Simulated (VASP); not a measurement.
Given:

```yaml
crystal:
  lattice:
    - [4.26788, 0.00000, 0.00000]
    - [0.00000, 4.26788, 0.00000]
    - [0.00000, 0.00000, 2.77508]
  atoms:
    - { symbol: Mn, position: [0.00000, 0.00000, 0.00000], spin: 2.4 }
    - { symbol: Mn, position: [0.50000, 0.50000, 0.50000], spin: -2.4 }
    - { symbol: O, position: [0.30177, 0.30177, 0.00000] }
    - { symbol: O, position: [0.80177, 0.19823, 0.50000] }
    - { symbol: O, position: [0.19823, 0.80177, 0.50000] }
    - { symbol: O, position: [0.69823, 0.69823, 0.00000] }
```

Level of theory: PBEsol GGA, VASP's PBE PAW potentials (set 64) (plane waves; VASP 6.6.1). Run with 620 eV cut-off, 7×7×11 Γ-centred mesh, first-order Methfessel-Paxton smearing of 0.10 eV, potentials Mn_pv O.

Question: What does the run give for the cell moment, energy per atom (σ→0), pressure, band gap (on the k-mesh) with the smallest direct gap where there is one?

Answer: 
```json
{
  "band gap (on the k-mesh)": "none (metal, semimetal or under 0.01 eV)",
  "cell_moment": "0.00 μB",
  "energy per atom (σ→0)": "-8.398 eV/atom",
  "pressure": "20.06 GPa"
}
```

Question: Give the moment on each site (PAW-sphere projection).

Answer: 
```csv
site,moment (μB)
Mn1,2.30
Mn2,-2.30
O3,-0.04
O4,0.04
O5,0.04
O6,-0.04
```

Only differences to runs with the same potentials and settings are physical.

The compound is MnO2 in the rutile structure. It was relaxed first under an external pressure of 20 GPa.
